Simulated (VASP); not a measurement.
Set up this calculation in VASP 6.6.1, as the native input.

```
Task                               : single point
Functional                         : HSE(alpha, omega)
Potentials or basis                : VASP PAW PBE potentials, release 64 (Mo_sv, I)
Cutoff                             : 520 eV
k mesh                             : 4 × 4 × 4
Occupations                        : fermi-dirac, width 0.05 eV
Spin                               : no spin polarisation
Share of exact exchange            : 0.4
Grid for exact exchange (PRECFOCK) : Fast
Further INCAR settings             : ALGO = Normal; EDIFF = 1e-06; NBANDS = 18
```

Crystal: MoI.

```
Mo I
1.0
     0.00000    3.17885    3.17885
     3.17885    0.00000    3.17885
     3.17885    3.17885    0.00000
Mo I
1 1
Direct
  0.00000 0.00000 0.00000
  0.75000 0.75000 0.75000
```

The cell was built by a generator and needn't be a form met in nature.

The input as run:

POSCAR

```
MoI
1.0
    0.0000000000      3.1788513800      3.1788513800
    3.1788513800      0.0000000000      3.1788513800
    3.1788513800      3.1788513800      0.0000000000
Mo I
1 1
Direct
    0.0000000000      0.0000000000      0.0000000000
    0.7500000000      0.7500000000      0.7500000000
```

INCAR.step1

```
SYSTEM = MoI
PREC = Accurate ; ENCUT = 520
EDIFF = 1E-5 ; ISMEAR = -1
SIGMA = 0.05 ; LREAL = .False.
LASPH = .True. ; NELM = 100
ALGO = Normal ; ISIF = 2
LWAVE = .True. ; LCHARG = .False.
NBANDS = 18 ; GGA = PE
```

INCAR.step2

```
SYSTEM = MoI
PREC = Accurate ; ENCUT = 520
EDIFF = 1E-6 ; ISMEAR = -1
SIGMA = 0.05 ; LREAL = .False.
LASPH = .True. ; NELM = 100
ALGO = Normal ; ISIF = 2
LWAVE = .False. ; LCHARG = .False.
GGA = PE ; LHFCALC = .True.
HFSCREEN = 0.2 ; AEXX = 0.4
PRECFOCK = Fast ; NBANDS = 18
ISTART = 1
```

KPOINTS

```
regular mesh
0
Gamma
  4 4 4
  0 0 0
```

Potentials or basis: VASP PAW PBE potentials, release 64 (Mo_sv, I).

Launch:

```bash
$ cat potpaw_PBE.64/Mo_sv/POTCAR potpaw_PBE.64/I/POTCAR > POTCAR
$ cp INCAR.step1 INCAR
$ mpirun -np 1 vasp_std > vasp.out
$ cp INCAR.step2 INCAR
$ mpirun -np 1 vasp_std > vasp.out
```

Results of the run:

| Item | Value |
| --- | --- |
| Pressure | -7.4 GPa |
| Band gap on the k mesh | none (metal or under the smearing width) |

Caveat: the k mesh is coarse (spacing up to 0.43 Å⁻¹), so the values aren't converged, least of all with exact exchange; the PAW data sets were made with another functional, which shifts forces and pressure a little; an odd number of electrons without spin polarisation forces a metal; a magnetic or distorted state may lie lower.

Run time: 5.2 min on 1 thread of Intel(R) Xeon(R) Platinum 8559C (Emerald Rapids), on a shared host, peak memory 0.3 GiB.
